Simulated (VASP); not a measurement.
Consider the following.

```xyz
1
Lattice="-1.5782 1.5782 1.5782 1.5782 -1.5782 1.5782 1.5782 1.5782 -1.5782" Properties=species:S:1:pos:R:3 pbc="T T T"
Ti     0.0000     0.0000     0.0000
```

Computed with LDA (Ceperley-Alder, Perdew-Zunger), VASP's LDA PAW potentials (set 64) (plane waves; VASP 6.6.1). Settings: 400 eV cut-off, Gaussian smearing of 0.050 eV, potentials Ti_sv.

Task: Give the energies of bands 5 to 9 at the high-symmetry points, in eV from the Fermi level.

Result: 
```tsv
band	Γ	H	N	P
5	-6.04	-2.46	-2.69	-0.63
6	1.03	-2.46	-0.54	-0.63
7	1.03	4.42	1.59	-0.63
8	1.03	4.42	3.05	3.51
9	3.04	4.42	3.44	3.51
```

It has no gap at this level: it comes out as a metal or semimetal.

The structure comes from a computed database's Ti entry (Im-3m); how it stands against other phases isn't given here. It was relaxed first, which changed the volume by -9 %.
